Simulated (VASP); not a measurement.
A run of VASP 6.6.1 is set up as follows.

INCAR

```
SYSTEM = LiBe
PREC     = Accurate       ! precision mode
ENCUT    = 600            ! plane-wave cutoff, eV
EDIFF    = 1E-6           ! SCF threshold, eV
ISMEAR   = 1              ! smearing method
SIGMA    = 0.2            ! smearing width, eV
LREAL    = .FALSE.        ! projectors in reciprocal space
LASPH    = .TRUE.         ! aspherical terms in the spheres
NELM     = 100            ! most SCF steps
ALGO     = Normal         ! electronic algorithm
ISIF     = 3              ! what is computed and relaxed
LWAVE    = .FALSE.        ! write WAVECAR
LCHARG   = .FALSE.        ! write CHGCAR
GGA      = PE             ! functional
IBRION   = 2              ! ionic algorithm
NSW      = 60             ! ionic steps
EDIFFG   = -0.01          ! ionic threshold
```

KPOINTS

```
regular mesh
0
G
  8 8 8
  0 0 0
```

The input POSCAR:

```
LiBe
1.0
    0.0000000000      2.7647500000      2.7647500000
    2.7647500000      0.0000000000      2.7647500000
    2.7647500000      2.7647500000      0.0000000000
Li Be
1 1
Direct
    0.7500000000      0.7500000000      0.7500000000
    0.0000000000      0.0000000000      0.0000000000
```

Potentials or basis: VASP PAW PBE potentials, release 64 (Li_sv, Be).

The run is started by

```console
$ cat potpaw_PBE.64/Li_sv/POTCAR potpaw_PBE.64/Be/POTCAR > POTCAR
$ mpirun -np 1 vasp_std > vasp.out
```

(1) What does it give for the band gap on the k mesh?

## Answers

(1) none (metal or under the smearing width).

Caveat: the relaxation stopped at its first step, so nothing moved.
